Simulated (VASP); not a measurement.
Here is a VASP 6.6.1 calculation.

Contents of INCAR:

```
SYSTEM = MgPb2N2
ALGO = Normal
EDIFF = 1E-6
ENCUT = 520
GGA = PS
ISIF = 2
ISMEAR = -1
LASPH = .True.
LCHARG = .False.
LREAL = .False.
LWAVE = .False.
NBANDS = 28
NELM = 100
PREC = Accurate
SIGMA = 0.1
```

Contents of KPOINTS:

```
k-points
0
Gamma
  6 6 2
  0 0 0
```

File POSCAR:

```
MgPb2N2
1.0
    3.3917400000      0.0000000000      0.0000000000
   -1.6958700000      2.9373400000      0.0000000000
    0.0000000000      0.0000000000      9.2349600000
Mg Pb N
1 2 2
Direct
    0.0000000000      0.0000000000      0.0000000000
    0.6666666667      0.3333333333      0.2865500000
    0.3333333333      0.6666666667      0.7134500000
    0.6666666667      0.3333333333      0.8618200000
    0.3333333333      0.6666666667      0.1381800000
```

Potentials or basis: VASP PAW PBE potentials, release 64 (Mg, Pb_d, N).

Command:

```console
$ cat potpaw_PBE.64/Mg/POTCAR potpaw_PBE.64/Pb_d/POTCAR potpaw_PBE.64/N/POTCAR > POTCAR
$ mpirun -np 1 vasp_std > vasp.out
```

(1) Predict the band gap on the k mesh.

(2) Estimate the pressure.

Answers

(1) 0.57 eV, direct.

(2) -3.6 GPa.

Caveat: the PAW data sets were made with another functional, which shifts forces and pressure a little; spin-orbit coupling is left out, which as a rule narrows the gap of such compounds by several tenths of an eV.
